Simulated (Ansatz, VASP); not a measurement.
# Cross-check of Si3N4 between VASP and Ansatz

Aim: how closely do two programs agree when they are given the same cell, functional and k mesh? The cell is taken from a series of runs on this material, whose earlier steps may have relaxed, scaled, displaced or heated it; both programs get it as it stands.

Calculated with Ansatz 0.2.0; plane waves, with VASP 6.6.1 beside it; relaxation of cell and atoms at PBE and zone-centre phonons at PBE.

## Step 1: The starting structure

Symmetry: P6_3/m, No. 176, hexagonal system. The conventional cell has a = 7.663 Å, b = 7.663 Å, c = 2.926 Å, α = 90.00°, β = 90.00°, γ = 120.00°. Nearest to Si lie 4 N at 1.74 to 1.75 Å. Nearest to N lie 3 Si at 1.75 Å. N has 3 Si at 1.74 Å nearest. Farther neighbours and most contacts between anions are not listed.

Coordinates:

```cif
data_structure
_symmetry_space_group_name_H-M 'P6_3/m'
_symmetry_Int_Tables_number 176
_cell_length_a 7.6632
_cell_length_b 7.6632
_cell_length_c 2.9263
_cell_angle_alpha 90.000
_cell_angle_beta 90.000
_cell_angle_gamma 120.000
_cell_volume 148.82
loop_
_atom_site_label
_atom_site_type_symbol
_atom_site_symmetry_multiplicity
_atom_site_Wyckoff_symbol
_atom_site_fract_x
_atom_site_fract_y
_atom_site_fract_z
_atom_site_occupancy
Si1 Si 6 h 0.76890 0.17500 0.25000 1
N1 N 6 h 0.03083 0.33000 0.25000 1
N2 N 2 d 0.66667 0.33333 0.25000 1
```

## Step 2: Ansatz: relaxation of cell and atoms, PBE

Ansatz runs on its PAW soft_1 files.

The relaxed volume is the usual yardstick between codes: in a stiff, nearly cubic crystal its relative difference is about their pressure difference at one cell divided by the bulk modulus.

input.yaml

```yaml
crystal:
  lattice:
    - [7.6631795705, 0.0, 0.0]
    - [-3.8315897853, 6.6365081818, 0.0]
    - [0.0, 0.0, 2.9262732569]
  atoms:
    - { symbol: Si, position: [0.7689036302, 0.175004978, 0.25] }
    - { symbol: Si, position: [0.5938986522, 0.7689036302, 0.75] }
    - { symbol: Si, position: [0.824995022, 0.5938986522, 0.25] }
    - { symbol: Si, position: [0.2310963698, 0.824995022, 0.75] }
    - { symbol: Si, position: [0.4061013478, 0.2310963698, 0.25] }
    - { symbol: Si, position: [0.175004978, 0.4061013478, 0.75] }
    - { symbol: "N", position: [0.0308286695, 0.3300006459, 0.25] }
    - { symbol: "N", position: [0.7008280237, 0.0308286695, 0.75] }
    - { symbol: "N", position: [0.6699993541, 0.7008280237, 0.25] }
    - { symbol: "N", position: [0.9691713305, 0.6699993541, 0.75] }
    - { symbol: "N", position: [0.2991719763, 0.9691713305, 0.25] }
    - { symbol: "N", position: [0.3300006459, 0.2991719763, 0.75] }
    - { symbol: "N", position: [0.6666666667, 0.3333333333, 0.25] }
    - { symbol: "N", position: [0.3333333333, 0.6666666667, 0.75] }
kpoints:
  mp_grid: { grid: [3, 3, 8] }
hamiltonian:
  xc: pbe
  pseudopotentials: { kind: paw, azcp: { folder: soft_1 } }
scf:
  occupations: { method: fixed }
output:
  forces: true
  stress: true
  eigenvalues: true
relax:
  adjacent_minimum: "off"
  f_tol: 0.001
  max_steps: 60
  cell: { stress_tol: 0.01 }
```

Command:

```bash
$ ansatz run input.yaml --threads 4 --pin off --max-ram 8192MiB --backend cpu --events-out ev --progress --plain --runs-dir out
```

Numbers of over 12 decimals in the logs are rounded to 6 here.

The program printed:

```text
Engine: ansatz 0.2.0, x86_64-unknown-linux-gnu
Pseudopotentials: kind: paw
Pseudopotential: Si, paw, valence charge 4, recommended cutoff 420 eV (normal), soft_1/Si.paw.azcp
Pseudopotential: N, paw, valence charge 5, recommended cutoff 420 eV (normal), soft_1/N.paw.azcp
Functional definition: PBE
  parameter kappa = 0.804
  parameter beta = 0.066725
  exchange = pbe_x(kappa = kappa, mu = beta*pi^2/3)
  correlation = pbe_c(beta = beta)
Crystal: 14 atoms, lattice volume = 148.821 Å³
Basis set: ecut = 420 eV, 2907 PW (Γ), exchange–correlation on 108×108×40 points (8 copies of the dense FFT grid, shifted against one another)
Bands: 46, of which v1, the nominal top of the filled ones, is band 32 counted from 1 (31 counted from 0)
Symmetry: 12 space group operations
Space group: P63/m (ITA 176), of the structure as read, at distance tolerance 5.3e-5 Å
k-points: 15 of 72
Non-local potential: Si, projectors of the file, l = 0: 2, l = 1: 2, l = 2: 1
Non-local potential: N, projectors of the file, l = 0: 2, l = 1: 2, l = 2: 1
PAW form: soft (Blöchl's): semilocal exchange-correlation on the pseudo side does not see the compensation charge
PAW one-centre angular grid: Si, 110 points (default); XC on 64 Gauss nodes
PAW one-centre angular grid: N, 110 points (default); XC on 64 Gauss nodes
Initial density: superposition of atomic densities (chi_scale 0.1, normalization cell, long waves kept (reshape's long-wave potential 0.01 eV rms))
Initial wavefunctions: pseudopotential atomic-orbital guess
Functional: x = pbe(κ = 0.804, μ = 0.219515), c = pbe(β = 0.066725)
SCF iter   1: F=—  HF=-6912.946630 eV  |F-HF|=—  |Δ(HF+E_count)|=         —  Δρ=1.52e-1  dr2=3.65e1  ethr=3.10e-3  ⟨swp⟩=5.0  Hψ=2703  notcnv=0  defer=158
preconditioner: auto → Resta (q_TF=auto, 2.370 Å⁻¹)  ε∞=3.5  [insulator: Δε(μ)=5.774 eV  Ē_g=15.322 eV  n_scr=32 (ndim 8)  ℏωp=24.4 eV  f_vac=0.011  ε∞_Penn≈3.5]
SCF iter   2: F=—  HF=-6902.064863 eV  |F-HF|=—  |Δ(HF+E_count)|=    1.09e1  Δρ=4.87e-2  dr2=2.00e0  ethr=3.10e-3  ⟨swp⟩=3.6  Hψ=1854  notcnv=0  defer=152
SCF iter   3: F=—  HF=-6901.834245 eV  |F-HF|=—  |Δ(HF+E_count)|=   2.31e-1  Δρ=2.47e-2  dr2=5.07e-1  ethr=3.10e-3  ⟨swp⟩=1.0  Hψ=795  notcnv=0  defer=137
SCF iter   4: F=—  HF=-6901.821707 eV  |F-HF|=—  |Δ(HF+E_count)|=   1.25e-2  Δρ=2.11e-3  dr2=7.99e-3  ethr=7.92e-4  ⟨swp⟩=2.0  Hψ=609  notcnv=0  defer=175
SCF iter   5: F=—  HF=-6901.828796 eV  |F-HF|=—  |Δ(HF+E_count)|=   7.09e-3  Δρ=1.53e-3  dr2=3.57e-3  ethr=1.25e-5  ⟨swp⟩=3.0  Hψ=1123  notcnv=0  defer=175
SCF iter   6: F=—  HF=-6901.828723 eV  |F-HF|=—  |Δ(HF+E_count)|=   7.37e-5  Δρ=3.51e-4  dr2=2.24e-4  ethr=5.59e-6  ⟨swp⟩=2.1  Hψ=1028  notcnv=0  defer=175
SCF iter   7: F=—  HF=-6901.828905 eV  |F-HF|=—  |Δ(HF+E_count)|=   1.82e-4  Δρ=8.15e-5  dr2=1.70e-5  ethr=3.50e-7  ⟨swp⟩=2.0  Hψ=992  notcnv=0  defer=163
[...]
SCF converged after 6 iterations
Free energy (F): -6901.828671 eV
Harris-Foulkes:  -6901.828671 eV  (|F-HF|=3.64e-12)
Internal energy: -6901.828671 eV  (E = F + TS)
E sigma→0 (E₀):  -6901.828671 eV
Fermi energy:    8.007532 eV
--- Per-component energies (eV) ---
  E_band       = 50.516582
  E_kinetic    = 1327.803394
  E_local      = -2044.064407  (includes V_loc(G=0)·N_el)
  E_nonlocal   = 403.912453
  E_hartree    = 722.355691
  E_xc         = -826.262580
  E_vxc        = -905.483727  (∫ρ·V_xc dr)
  E_paw        = -4097.936714  (= ΣΔE_a)
  E_vpaw       = -176.369674  (= ΣTr[D̂ρ^β])
  E_aug_tail   = 0.007233  (compensation charges beyond the density's cutoff)
  E_ewald      = -2387.643741
  E_smearing   = -0.000000  (= −TS)
  E_closure    = -0.000000  (closes the sum)
  Σ components = -6901.828671   (vs F -6901.828671, Δ=0.00e0)
--- Forces (eV/Å), atoms counted from 1 ---
  atom   1  Si    -0.00033736    -0.00026334    -0.00000000
  atom   2  Si     0.00005938    -0.00042383    -0.00000000
  atom   3  Si     0.00039674    -0.00016049     0.00000000
  atom   4  Si     0.00033736     0.00026334     0.00000000
  atom   5  Si    -0.00005938     0.00042383     0.00000000
  atom   6  Si    -0.00039674     0.00016049    -0.00000000
  atom   7  N      0.00028658     0.00014231     0.00000000
  atom   8  N      0.00002004     0.00031934     0.00000000
  atom   9  N     -0.00026654     0.00017703     0.00000000
  atom  10  N     -0.00028658    -0.00014231    -0.00000000
  atom  11  N     -0.00002004    -0.00031934    -0.00000000
  atom  12  N      0.00026654    -0.00017703    -0.00000000
  atom  13  N     -0.00000000     0.00000000    -0.00000000
  atom  14  N      0.00000000    -0.00000000     0.00000000
  max |Σ_I F_I| component: 2.31e-18 eV/Å
--- Stress (GPa, compression-positive) ---
       -0.000819       0.000002       0.000000
       -0.000002      -0.000819       0.000000
        0.000000       0.000000       0.003517
  P = ⅓ Tr σ = 0.0006 GPa (0.006 kbar)
--- Band table (eV; the first three rows and the last of 15) ---
  k-point 0: bands = [... 28 lower, 6.7624, 7.5735, 7.6263, 7.8297, 12.2789, 12.5955, 12.8025, 12.8025, ... 10 higher]
  k-point 1: bands = [... 28 lower, 6.7927, 6.9618, 7.1403, 8.0075, 13.2385, 13.3986, 13.6539, 13.6539, ... 10 higher]
  k-point 2: bands = [... 28 lower, 6.4696, 6.7293, 6.7293, 7.9589, 13.6109, 13.6109, 14.4709, 14.6592, ... 10 higher]
  k-point 14: bands = [... 28 lower, 6.6539, 6.6539, 6.9394, 6.9394, 12.9355, 12.9355, 13.8063, 13.8063, ... 10 higher]
--- Relaxed structure (1 steps of the walk, 1 accepted, 1 SCFs on fresh bases) ---
  F+E_penalty+E_count = -6901.82867084 eV   max|allowed force component| = 4.238e-4 eV/Å   (the final SCF, on the basis selected at the relaxed cell)
  cell:  # Å, volume = 148.8208 Å³
    - [7.663180, 2.886760324567617e-11, 0.0]
    - [-3.831590, 6.636508, 0.0]
    - [0.0, 0.0, 2.9262732569]
  atoms:
    - { symbol: Si, position: [0.768904, 0.175004978, 0.25] }
    - { symbol: Si, position: [0.5938986522, 0.7689036302, 0.75] }
    - { symbol: Si, position: [0.824995022, 0.593899, 0.25] }
    - { symbol: Si, position: [0.2310963698, 0.824995, 0.75] }
    - { symbol: Si, position: [0.406101, 0.2310963698, 0.25] }
    - { symbol: Si, position: [0.175005, 0.4061013478, 0.75] }
    - { symbol: N, position: [0.030829, 0.330001, 0.25] }
    - { symbol: N, position: [0.700828, 0.030829, 0.75] }
    - { symbol: N, position: [0.669999, 0.700828, 0.25] }
    - { symbol: N, position: [0.969171, 0.669999, 0.75] }
    - { symbol: N, position: [0.299172, 0.969171, 0.25] }
    - { symbol: N, position: [0.330001, 0.299172, 0.75] }
    - { symbol: N, position: [0.666667, 0.333333, 0.25] }
    - { symbol: N, position: [0.333333, 0.666667, 0.75] }
```

In the SCF lines HF is the Harris–Foulkes energy and dr2 the Hartree energy of the density residual, in eV; the loop may stop once dr2 is under the threshold and the program's other checks hold. Hψ counts applications of the Hamiltonian.

[end of part 1 of 3]

[Lines on the potential files, build, host, timing and source positions are cut from VASP's logs without a mark.]

[Logs are printed without paths, hosts, clocks, repeated set-up lines and the standing remarks that a program may print on its own settings, such as how far it seeks lower states.]

[Hosts, paths, dates, database ids (printed as entryN), source tags and the programs' standing remarks are cut or masked in the printed files.]
